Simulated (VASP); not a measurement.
A cell of WC (wc) near equilibrium:

```
CELL_PARAMETERS angstrom
      1.45106    -2.51331     0.00000
      1.45106     2.51331     0.00000
      0.00000     0.00000     2.82912
ATOMIC_POSITIONS crystal
  W  0.00000 0.00000 0.00000
  C  0.33333 0.66667 0.50000
```

Computed with PBEsol GGA, VASP's PBE PAW potentials (set 64) (plane waves; VASP).

```
run               ΔE (meV/atom)    σxx    σyy   σzz  largest shear component, with its sign (GPa)  largest force (eV/Å)
----------------  -------------  -----  -----  ----  --------------------------------------------  --------------------
as it is                    0.0  -0.23  -0.23  0.65                                          0.00                 0.000
after one change            2.3  -0.12  -0.12  0.86                                          0.00                 0.370
```
Stress is in GPa, positive when the cell is compressed.

Name the change that produced these shifts.
A. atom 2 (C) moved by -0.200 Å along y
B. atom 2 (C) moved by 0.025 Å along z
C. uniaxial strain of -0.5 % along z
D. biaxial strain of -1.0 % in the yz plane

B, atom 2 (C) moved by 0.025 Å along z

The compound is WC in the wc structure.
